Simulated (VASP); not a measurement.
# BePtBr2 (P-3m1) in VASP: notebook

The runs below take BePtBr2 through single point, relaxation of cell and atoms, with PBE.

Program: VASP 6.6.1. These are calculated values, not measurements. Logs are shortened: lines on timing, memory, paths and dates and some standing lists are left out, and cuts for length are marked.

### 1 The structure

The structure is trigonal, space group P-3m1 (No. 164). The conventional cell has a = 3.243 Å, b = 3.243 Å, c = 8.923 Å, α = 90.00°, β = 90.00°, γ = 120.00°. Be (site symmetry -3m) is surrounded by 6 Br at 2.35 Å. Pt (site symmetry -3m) is surrounded by 6 Pt at 3.24 Å and 6 Br at 3.57 Å. Br (site symmetry 3m) has 3 Be at 2.35 Å as nearest neighbours.

The cell was built by a generator and needn't be a form met in nature.

### 2 Single point, PBE

File INCAR:

```
SYSTEM = BePtBr2
ALGO = Normal ; EDIFF = 1E-6
ENCUT = 520 ; GGA = PE
ISIF = 2 ; ISMEAR = 0
LASPH = .True. ; LCHARG = .False.
LREAL = .False. ; LWAVE = .False.
NBANDS = 21 ; NELM = 100
PREC = Accurate ; SIGMA = 0.1
```

File KPOINTS:

```
k-points
0
Gamma
  6 6 4
  0 0 0
```

File POSCAR:

```
BePtBr2
1.0
    3.2433129692      0.0000000000      0.0000000000
   -1.6216564846      2.8087914237      0.0000000000
    0.0000000000      0.0000000000      8.9225509674
Be Pt Br
1 1 2
Direct
    0.0000000000      0.0000000000      0.5000000000
    0.0000000000      0.0000000000      0.0000000000
    0.3333333333      0.6666666667      0.6588521364
    0.6666666667      0.3333333333      0.3411478636
```

Potentials or basis: VASP PAW PBE potentials, release 64 (Be, Pt, Br).

Command:

```console
$ cat potpaw_PBE.64/Be/POTCAR potpaw_PBE.64/Pt/POTCAR potpaw_PBE.64/Br/POTCAR > POTCAR
$ mpirun -np 1 vasp_std > vasp.out
```

OUTCAR:

```text
SYSTEM = BePtBr2
   EDIFF = 1E-6
   ENCUT = 520
   GGA = PE
   ISIF = 2
   ISMEAR = 0
   LASPH = .True.
   LREAL = .False.
   NELM = 100
   PREC = Accurate

 ion  position               nearest neighbor table
   1  0.000  0.000  0.500-   3 2.35   4 2.35   3 2.35   4 2.35   4 2.35   3 2.35
   2  0.000  0.000  0.000-
   3  0.333  0.667  0.659-   1 2.35   1 2.35   1 2.35
   4  0.667  0.333  0.341-   1 2.35   1 2.35   1 2.35

  LATTYP: Found a hexagonal cell.
 ALAT       =     3.2433129692
 C/A-ratio  =     2.7510607370

  Lattice vectors:

 A1 = (   3.2433129692,   0.0000000000,   0.0000000000)
 A2 = (  -1.6216564846,   2.8087914237,   0.0000000000)
 A3 = (   0.0000000000,   0.0000000000,   8.9225509674)

Analysis of symmetry for initial positions (statically):
=====================================================================
 Subroutine PRICEL returns:
 Original cell was already a primitive cell.

 Routine SETGRP: Setting up the symmetry group for a
 hexagonal supercell.

 Subroutine GETGRP returns: Found 12 space group operations
 (whereof 12 operations were pure point group operations)
 out of a pool of 24 trial point group operations.

The static configuration has the point symmetry D_3d.

Analysis of symmetry for dynamics (positions and initial velocities):
=====================================================================
 Subroutine PRICEL returns:
 Original cell was already a primitive cell.

 Routine SETGRP: Setting up the symmetry group for a
 hexagonal supercell.

 Subroutine GETGRP returns: Found 12 space group operations
 (whereof 12 operations were pure point group operations)
 out of a pool of 24 trial point group operations.

The dynamic configuration has the point symmetry D_3d.

 Subroutine INISYM returns: Found 12 space group operations
 (whereof 12 operations are pure point group operations),
 and found     1 'primitive' translations

----------------------------------------------------------------------------------------

                                     Primitive cell

  volume of cell :      81.2826

  direct lattice vectors                    reciprocal lattice vectors
     3.243312969  0.000000000  0.000000000     0.308326705  0.178012506  0.000000000
    -1.621656485  2.808791424  0.000000000     0.000000000  0.356025012  0.000000000
     0.000000000  0.000000000  8.922550967     0.000000000  0.000000000  0.112075572

  length of vectors
     3.243312969  3.243312969  8.922550967     0.356025012  0.356025012  0.112075572

  position of ions in fractional coordinates (direct lattice)
     0.000000000  0.000000000  0.500000000
[... 83 lines left out ...]
   EDIFFG = 0.1E-04   stopping-criterion for IOM
   NSW    =      0    number of steps for IOM
   IBRION =     -1    ionic relax: 0-MD 1-quasi-New 2-CG
   NFREE  =      0    steps in history (QN), initial steepest desc. (CG)
   ISIF   =      2    stress and relaxation
   ISYM   =      2    0-nonsym 1-usesym 2-fastsym
   POTIM  = 0.5000    time-step for ionic-motion
   TEBEG  =    0.0;   TEEND  =   0.0 temperature during run
   PSTRESS=    0.0 pullay stress
   NELECT =      26.0000    total number of electrons
   NUPDOWN=      -1.0000    fix difference up-down
   EMIN   =  10.00;   EMAX   =-10.00  energy-range for DOS
   EFERMI =   0.00;   METHOD = LEGACY
   ISMEAR =     0;   SIGMA  =   0.10  broadening in eV -4-tet -1-fermi 0-gaus
   EFERMI_NEDOS =   21; number of points for ismear=-14 and -15
   IALGO  =     38    algorithm
   IMIX   =      4    mixing-type and parameters
     AMIX     =   0.40;   BMIX     =  1.00
     AMIX_MAG =   1.60;   BMIX_MAG =  1.00
  volume/ion in A,a.u.               =      20.32       137.13
  Fermi-wavevector in a.u.,A,eV,Ry     =   1.119610  2.115756 17.055268  1.253527
  Thomas-Fermi vector in A             =   2.256250
   LORBIT       =      0    0 simple, 1 ext, 2 COOP (PROOUT), +10 PAW based schemes
   GGA     = PE    functional components
   LHFCALC =     F    Hartree Fock is set to
   AEXX    =    0.0000 exact exchange contribution
   IVDW    =     0    specifies the selected vdW correction
   LEPSILON=     F    determine dielectric tensor
   LRPA    =     F    only Hartree local field effects (RPA)
 non-spin polarized calculation
 Gauss-broadening in eV      SIGMA  =   0.10
  energy-cutoff  :      520.00
  volume of cell :       81.28
 maximum number of plane-waves:      2238
   NGX = 13   NGY = 13   NGZ = 33

 number of electron      25.9999996 magnetization

 Free energy of the ion-electron system (eV)
  ---------------------------------------------------
  ext. energy  EPLUGINS =         0.00000000
  ---------------------------------------------------
  free energy    TOTEN  =       -12.20798398 eV

  energy without entropy =      -12.18330369  energy(sigma->0) =      -12.19564383

 E-fermi :   3.9496     XC(G=0):  -9.9365

 val. band max:        3.9491010084   @ k =   0.0000   0.0000   0.2500
 cond. band min:       3.9505622717   @ k =   0.0000   0.0000   0.5000
 fundamental gap:      0.0014612634
 Fermi energy:         3.9496141372

 k-point     1 :       0.0000    0.0000    0.0000
  band No.  band energies     occupation
      1     -13.0132      2.00000
      2     -12.0673      2.00000
      3      -2.6361      2.00000
      4       0.3506      2.00000
      5       0.6314      2.00000
      6       2.7279      2.00000
[... 565 lines left out ...]
     20      11.9122      0.00000
     21      12.9454      0.00000

------------------------ aborting loop because EDIFF is reached ----------------------------------------

  FORCE on cell =-STRESS in cart. coord.  units (eV):
  Direction    XX          YY          ZZ          XY          YZ          ZX
  --------------------------------------------------------------------------------------
  -------------------------------------------------------------------------------------
  Total        0.0339431      0.0339431      0.1534234      0.0000000      0.0000000      0.0000000
  in kB        0.6690599      0.6690599      3.0241606      0.0000000      0.0000000      0.0000000
  external PRESSURE =       1.4540935 kB  Pullay stress =       0.0000000 kB

 VOLUME and BASIS-vectors are now :
 -----------------------------------------------------------------------------
  energy-cutoff  :      520.00
  volume of cell :       81.28
      direct lattice vectors                 reciprocal lattice vectors
     3.243312969  0.000000000  0.000000000     0.308326705  0.178012506  0.000000000
    -1.621656485  2.808791424  0.000000000     0.000000000  0.356025012  0.000000000
     0.000000000  0.000000000  8.922550967     0.000000000  0.000000000  0.112075572

 POSITION                                       TOTAL-FORCE (eV/Angst)
 -----------------------------------------------------------------------------------
      0.00000      0.00000      4.46128        -0.000000      0.000000      0.000000
      0.00000      0.00000      0.00000        -0.000000      0.000000      0.000000
     -0.00000      1.87253      5.87864        -0.000000      0.000000      0.005376
      1.62166      0.93626      3.04391         0.000000      0.000000     -0.005376
 -----------------------------------------------------------------------------------
    total drift:                                0.000000     -0.000000     -0.000000

  FREE ENERGIE OF THE ION-ELECTRON SYSTEM (eV)
  ---------------------------------------------------
  free  energy   TOTEN  =       -12.2079839755 eV

  energy  without entropy=      -12.1833036905  energy(sigma->0) =      -12.19564383
```

Wall time 28 s (1 thread of Intel Xeon Platinum 8259CL at 2.50GHz (Skylake/Cascade Lake), shared host); peak memory 0.21 GiB.

What came out:

```
Free energy            : -12.2080 eV
Pressure               : 0.1 GPa
Largest force          : 0.005 eV/Å
Band gap on the k mesh : none (metal or under the smearing width)
```

Forces in eV/Å, atoms in the order of the input:
```
Be   0.000  0.000  0.000
Pt   0.000  0.000  0.000
Br   0.000  0.000  0.005
Br   0.000  0.000 -0.005
```

Levels at points of the mesh, in eV from the Fermi level:
```tsv
k point	band 10	band 11	band 12	band 13	band 14	band 15	band 16	band 17
(0.00, 0.00, 0.00)	-0.84	-0.84	-0.58	0.00	0.00	4.52	5.38	5.90
(0.50, 0.00, 0.00)	-1.23	-0.24	-0.21	0.40	2.80	3.00	3.86	4.67
(0.00, 0.00, 0.50)	-0.83	-0.83	0.00	0.00	0.10	3.22	5.06	5.91
(0.50, 0.00, 0.50)	-1.20	-0.44	-0.29	0.40	2.29	3.10	3.89	5.14
```

Caveat: the k mesh is coarse (spacing up to 0.37 Å⁻¹), so the values aren't converged; this functional lacks dispersion, which binds the layers, so the pressure and a relaxed spacing across them are unreliable.

### 3 Relaxation of cell and atoms, PBE

This run uses another cell than the first one, of 18.83 Å³/atom, 0.927 times its volume.

File INCAR:

```
PREC = Accurate
ENCUT = 600
EDIFF = 1E-6
ISMEAR = 0
SIGMA = 0.1
LREAL = F
LASPH = T
NELM = 100
ALGO = Normal
ISIF = 3
LWAVE = F
LCHARG = F
GGA = PE
IBRION = 2
NSW = 90
EDIFFG = -0.04
```

File KPOINTS:

```
regular mesh
0
Gamma
  6 6 4
```

File POSCAR:

```
BePtBr2
1.0
    3.7586371600      0.0000000000      0.0000000000
   -1.8793185800      3.2550752700      0.0000000000
    0.0000000000      0.0000000000      6.1561607800
Be Pt Br
1 1 2
Direct
    0.0000000000      0.0000000000      0.5000000000
    0.0000000000      0.0000000000      0.0000000000
    0.3333333300      0.6666666700      0.7029410200
    0.6666666700      0.3333333300      0.2970589800
```

Potentials or basis: VASP PAW PBE potentials, release 64 (Be, Pt, Br).

Command:

```console
$ cat potpaw_PBE.64/Be/POTCAR potpaw_PBE.64/Pt/POTCAR potpaw_PBE.64/Br/POTCAR > POTCAR
$ mpirun -np 1 vasp_std > vasp.out
```

It took 11 min on 1 thread of Intel Xeon Platinum 8259CL at 2.50GHz (Skylake/Cascade Lake), shared host; peak memory 0.25 GiB.

The run converged. Its results:

* Free energy: -12.1995 eV
* Relaxed volume: 20.54 Å³/atom
* Relaxed cell: a = 3.246 Å, b = 3.246 Å, c = 9.008 Å, α = 90.00°, β = 90.00°, γ = 120.00°
* Space group after relaxing (to 0.05 Å): P-3m1 (No. 164)
* Energy gained by relaxing: 251.8 meV/atom
* Ionic steps: 35
* Pressure after relaxing: 0.0 GPa
* Largest force after relaxing: 0.035 eV/Å
* Band gap on the k mesh: none (metal or under the smearing width)

Forces in eV/Å, atoms in the order of the input:
```
Be   0.000  0.000  0.000
Pt   0.000  0.000  0.000
Br   0.000  0.000  0.035
Br   0.000  0.000 -0.035
```

Stress tensor (GPa, compression positive):
```
-0.10  0.00  0.00
 0.00 -0.10  0.00
 0.00  0.00  0.27
```

The path:
```
step  energy change (eV)  largest force (eV/Å)  pressure (GPa)  volume (Å³)
   1              0.0000                0.4857            1.72        75.32
   2             -0.0298                0.2625           -0.39        77.54
   3             -0.0311                0.2117           -0.87        78.13
   4             -0.0420                0.0881           -0.49        77.46
   5             -0.0474                0.0666            0.07        76.67
   6             -0.0475                0.0892            0.17        76.56
   7             -0.0548                0.1650            0.06        76.51
   8             -0.0889                0.4096           -0.20        76.29
   9             -0.1799                0.9633           -0.45        75.55
  10             -0.1304                1.8757            0.53        73.00
  11             -0.2162                1.3253           -0.39        74.92
  12             -0.2213                1.5645           -0.23        74.28
  13             -0.2235                1.4819           -0.30        74.53
  14             -0.2241                1.4873           -0.31        74.52
  15             -0.2258                1.5044           -0.35        74.51
  16             -0.2282                1.5373           -0.41        74.48
  17             -0.2294                1.5992           -0.50        74.40
  18             -0.2328                1.5974           -0.51        74.39
  19             -0.2430                1.5921           -0.53        74.36
  20             -0.2633                1.5815           -0.57        74.29
  21             -0.3031                1.5582           -0.64        74.16
  22             -0.3801                1.5084           -0.68        73.88
  23             -0.5213                1.4039           -0.45        73.30
  24             -0.7436                1.1347            1.19        72.03
  25             -0.7020                0.1056            9.80        69.09
  26             -0.8349                0.6266            4.15        70.78
  27             -0.9513                0.3274            1.57        74.19
  28             -0.9844                0.0385           -0.18        77.65
  29             -0.9845                0.0512           -0.11        77.49
  30             -0.9893                0.0508           -0.09        77.82
  31             -0.9992                0.0466           -0.01        78.77
  32             -1.0053                0.0233            0.43        80.62
  33             -1.0061                0.0686           -0.51        82.94
  34             -1.0069                0.0489           -0.11        81.95
  35             -1.0071                0.0347            0.02        82.18
```

Final structure:
```cif
data_structure
_symmetry_space_group_name_H-M 'P 1'
_symmetry_Int_Tables_number 1
_cell_length_a 3.2455
_cell_length_b 3.2455
_cell_length_c 9.0084
_cell_angle_alpha 90.000
_cell_angle_beta 90.000
_cell_angle_gamma 120.000
_cell_volume 82.18
loop_
_atom_site_label
_atom_site_type_symbol
_atom_site_fract_x
_atom_site_fract_y
_atom_site_fract_z
_atom_site_occupancy
Be1 Be 0.00000 0.00000 0.50000 1
Pt1 Pt 0.00000 0.00000 0.00000 1
Br1 Br 0.33333 0.66667 0.65698 1
Br2 Br 0.66667 0.33333 0.34302 1
```

Levels at points of the mesh, in eV from the Fermi level:
```tsv
k point	band 11	band 12	band 13	band 14	band 15	band 16
(0.00, 0.00, 0.00)	-0.79	-0.58	0.01	0.01	4.48	5.36
(0.50, 0.00, 0.00)	-0.23	-0.20	0.40	2.82	3.04	3.88
(0.00, 0.00, 0.50)	-0.79	0.01	0.01	0.06	3.20	5.10
(0.50, 0.00, 0.50)	-0.41	-0.27	0.40	2.35	3.13	3.90
```

Caveat: this functional lacks dispersion, which binds the layers, so the pressure and a relaxed spacing across them are unreliable. The run has no spin-orbit coupling, so splittings on Pt are missing.

### 4 Single point, PBE

This run uses another cell than the first one, of 18.83 Å³/atom, 0.927 times its volume.

File INCAR:

```
SYSTEM = BePtBr2
ALGO = Normal
EDIFF = 1E-6
ENCUT = 520
GGA = PE
ISIF = 2
ISMEAR = 0
LASPH = .TRUE.
LCHARG = .FALSE.
LREAL = .FALSE.
LWAVE = .FALSE.
NBANDS = 21
NELM = 100
PREC = Accurate
SIGMA = 0.1
```

File KPOINTS:

```
k-points
0
G
  6 6 4
  0 0 0
```

POSCAR is that of step 3.

Command:

```console
$ cat potpaw_PBE.64/Be/POTCAR potpaw_PBE.64/Pt/POTCAR potpaw_PBE.64/Br/POTCAR > POTCAR
$ mpirun -np 1 vasp_std > vasp.out
```

Wall time 26 s (1 thread of Intel Xeon Platinum 8259CL at 2.50GHz (Skylake/Cascade Lake), shared host); peak memory 0.2 GiB.

Results (log left out):

* Free energy: -11.1923 eV
* Pressure: 1.7 GPa
* Largest force: 0.486 eV/Å
* Band gap on the k mesh: none (metal or under the smearing width)

Forces on the atoms (eV/Å):
```
Be   0.000  0.000  0.000
Pt   0.000  0.000  0.000
Br   0.000  0.000  0.486
Br   0.000  0.000 -0.486
```

Stress tensor (GPa, compression positive):
```
1.19 0.00 0.00
0.00 1.19 0.00
0.00 0.00 2.71
```

Levels at points of the mesh, in eV from the Fermi level:
| k point | band 9 | band 10 | band 11 | band 12 | band 13 | band 14 | band 15 | band 16 | band 17 | band 18 |
| --- | --- | --- | --- | --- | --- | --- | --- | --- | --- | --- |
| (0.00, 0.00, 0.00) | -2.28 | -1.67 | -1.67 | -1.27 | -0.99 | -0.99 | 0.74 | 2.71 | 2.71 | 4.90 |
| (0.50, 0.00, 0.00) | -2.63 | -1.10 | -0.89 | -0.46 | -0.32 | 1.46 | 1.64 | 2.14 | 3.73 | 5.47 |
| (0.00, 0.00, 0.50) | -2.43 | -1.75 | -1.75 | -0.78 | -0.78 | 0.84 | 1.08 | 3.03 | 3.03 | 3.74 |
| (0.50, 0.00, 0.50) | -2.50 | -1.15 | -1.01 | -0.89 | -0.34 | 0.53 | 0.98 | 3.55 | 4.44 | 4.99 |

The run has no spin-orbit coupling, so splittings on Pt are missing.

### 5 The runs side by side

| task | cell | cutoff (eV) | mesh quality | gap on the mesh (eV) | pressure (GPa) | largest force (eV/Å) |
| --- | --- | --- | --- | --- | --- | --- |
| single point | P-3m1, 20.32 Å³/atom | 520 | coarse | none | 0.1 | 0.01 |
| relaxation of cell and atoms | relaxed | 600 | not flagged | none | 0.0 | 0.03 |
| single point | P-3m1, 18.83 Å³/atom | 520 | not flagged | none | 1.7 | 0.49 |

Alike in all rows: level PBE; potentials or basis VASP PAW PBE potentials, release 64 (Be, Pt, Br); no spin polarisation; k mesh 6 × 6 × 4; smearing gaussian 0.1 eV.

Caveats: some runs use coarse meshes; this functional lacks dispersion, which binds the layers, so the pressure and a relaxed spacing across them are unreliable (some runs).

Absolute energies hang on the potentials; compare differences alone.
